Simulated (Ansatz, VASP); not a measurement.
## Sr2CrGeO6 in VASP and in Ansatz

INCAR

```
SYSTEM = Sr2CrGeO6
PREC = Accurate
ENCUT = 520
EDIFF = 1E-7
ISMEAR = 0
SIGMA = 0.0171
LREAL = .False.
LASPH = .True.
NELM = 150
ALGO = Normal
ISIF = 2
LWAVE = .False.
LCHARG = .True.
ISPIN = 2
MAGMOM = 3 0 0 0 0 0 0 0 0 0
LORBIT = 11
LMAXMIX = 4
GGA = PE
LELF = .True.
LVHAR = .True.
NBANDS = 56
```

Contents of KPOINTS:

```
Automatic mesh
0
Gamma
  5 5 5
  0 0 0
```

POSCAR

```
Sr2CrGeO6
1.0
    0.0000000000      3.9395853100      3.9395853100
    3.9395853100      0.0000000000      3.9395853100
    3.9395853100      3.9395853100      0.0000000000
Cr Ge O Sr
1 1 6 2
Direct
    0.5000000000      0.5000000000      0.5000000000
    0.0000000000      0.0000000000      0.0000000000
    0.7250000000      0.2750000000      0.2750000000
    0.2750000000      0.7250000000      0.2750000000
    0.2750000000      0.7250000000      0.7250000000
    0.7250000000      0.2750000000      0.7250000000
    0.2750000000      0.2750000000      0.7250000000
    0.7250000000      0.7250000000      0.2750000000
    0.2500000000      0.2500000000      0.2500000000
    0.7500000000      0.7500000000      0.7500000000
```

Input for Ansatz:

```yaml
crystal:
  lattice:
    - [0.0, 3.93958531, 3.93958531]
    - [3.93958531, 0.0, 3.93958531]
    - [3.93958531, 3.93958531, 0.0]
  atoms:
    - { symbol: Cr, position: [0.5, 0.5, 0.5], spin: 3.0 }
    - { symbol: Ge, position: [0.0, 0.0, 0.0] }
    - { symbol: O, position: [0.725, 0.275, 0.275] }
    - { symbol: O, position: [0.275, 0.725, 0.275] }
    - { symbol: O, position: [0.275, 0.725, 0.725] }
    - { symbol: O, position: [0.725, 0.275, 0.725] }
    - { symbol: O, position: [0.275, 0.275, 0.725] }
    - { symbol: O, position: [0.725, 0.725, 0.275] }
    - { symbol: Sr, position: [0.25, 0.25, 0.25] }
    - { symbol: Sr, position: [0.75, 0.75, 0.75] }
kpoints:
  mp_grid: { grid: [5, 5, 5], shift: [0, 0, 0] }
  band_path:
    path:
      - [0.0, 0.0, 0.0]
      - [0.5, 0.0, 0.5]
      - [0.625, 0.25, 0.625]
      - [0.375, 0.375, 0.75]
      - [0.0, 0.0, 0.0]
      - [0.5, 0.5, 0.5]
      - [0.5, 0.25, 0.75]
      - [0.5, 0.0, 0.5]
    npoints: 8
magnetization:
  spin_polarized: true
scf:
  occupations: { method: gaussian, width: 0.0171 }
  lower_state_search: "off"
  max_iter: 200
hamiltonian:
  pseudopotentials: { kind: paw }
  xc: pbe
basis:
  ecutwfc: 420
  fft_grid_basis: typed
output:
  forces: true
  stress: true
  eigenvalues: true
  bader: true
  populations: true
  elf: true
  write_potential: true
  volumetric_format: npy
  dos:
    e_range: [-12, 8]
    de: 0.05
    projected: { site_lists: { Cr: [Cr], Ge: [Ge], O: [O], Sr: [Sr] } }
checkpoint:
  read: saved_state
```

The cell was built by a generator and needn't be a form met in nature.

Alike in both runs: task single point; functional PBE; k mesh 5 × 5 × 5; occupations gaussian, width 0.0171 eV; collinear spin.

```csv
,VASP,Ansatz
version,VASP 6.6.1,Ansatz 0.2.0
potentials or method,"VASP PAW PBE potentials, release 64 (Cr_pv, Ge_d, O, Sr_sv)",PAW plane waves
plane-wave cutoff (eV),520,420
valence electrons in the cell,82,84
```

```tsv
	VASP	Ansatz	Ansatz less VASP
pressure (GPa)	7.9	7.5	-0.36
rms of the force components (eV/Å)	1.807	1.729	-0.0777
net moment per atom (μB)	0.11	0.10	-0.010
size of the moment on the site where the two differ most (μB)	0.96	0.75	-0.215
```

Site moments also hang on the region over which each program counts them. Atom by atom the forces differ by 0.078 eV/Å (rms over components). The two sets of potentials don't hold the same shells in valence.

Caveats: a cell with one magnetic atom can't hold antiferromagnetic order, which such compounds often take; semilocal functionals often make such compounds metallic where correlation or magnetic order opens a gap, which also shifts bond lengths; forces of over 1 eV/Å show positions far from the minimum, so gaps and moduli don't describe the material at rest.
